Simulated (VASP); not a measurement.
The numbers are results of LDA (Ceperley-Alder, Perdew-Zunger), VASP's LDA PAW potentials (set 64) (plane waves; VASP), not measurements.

VASP ran on this input.

**INCAR**
```
ALGO = Normal
EDIFF = 1E-6
EDIFFG = -0.02
ENCUT = 620
IBRION = 2
ISIF = 3
ISMEAR = 0
LASPH = .TRUE.
LCHARG = .FALSE.
LMAXMIX = 4
LREAL = .FALSE.
LWAVE = .FALSE.
NELM = 100
NSW = 40
PREC = Accurate
PSTRESS = 100
SIGMA = 0.05
SYSTEM = GaN
```

File KPOINTS:
```
Automatic mesh
0
Gamma
8 8 5
0 0 0
```

**POSCAR**
```
GaN
1
    1.5666958939    -2.7135968516     0.0000000000
    1.5666958939     2.7135968516     0.0000000000
    0.0000000000     0.0000000000     5.1033775597
Ga N
2 2
Direct
  0.6666670000   0.3333330000   0.5001220755
  0.3333330000   0.6666670000   0.0001220755
  0.6666670000   0.3333330000   0.8768779245
  0.3333330000   0.6666670000   0.3768779245
```

POTCAR, in this order: Ga_d N (LDA.64 set). Program: vasp_std.

Energy and stress use the plane-wave basis of the starting cell.

### Question
Estimate the energy per atom (σ→0), volume per atom.

### Answer

| Item | Value |
|---|---|
| energy per atom (σ→0) | -6.963 eV/atom |
| volume per atom | 10.62 Å³/atom |

OSZICAR:
```
...
DAV:   3    -0.278570363858E+02    0.51300E-01   -0.10967E-01  2100   0.794E+00    0.282E-01
DAV:   4    -0.278551082967E+02    0.19281E-02   -0.14024E-02  1332   0.112E+00    0.235E-01
DAV:   5    -0.278535340169E+02    0.15743E-02   -0.12219E-03  1920   0.307E-01    0.157E-01
DAV:   6    -0.278522324643E+02    0.13016E-02   -0.11904E-03  1868   0.464E-01    0.135E-02
DAV:   7    -0.278522307149E+02    0.17494E-05   -0.42152E-05  1710   0.566E-02    0.576E-03
DAV:   8    -0.278522296009E+02    0.11140E-05   -0.59427E-06  1726   0.278E-02    0.270E-03
DAV:   9    -0.278522294772E+02    0.12367E-06   -0.53566E-07   846   0.224E-02
   3 F= -.25201051E+02 E0= -.25201051E+02  d E =-.148251E-01
```

The compound is GaN in the wurtzite structure. This run relaxes it under an external pressure of 10 GPa. Symmetry was kept, so distortions that lower it aren't found.
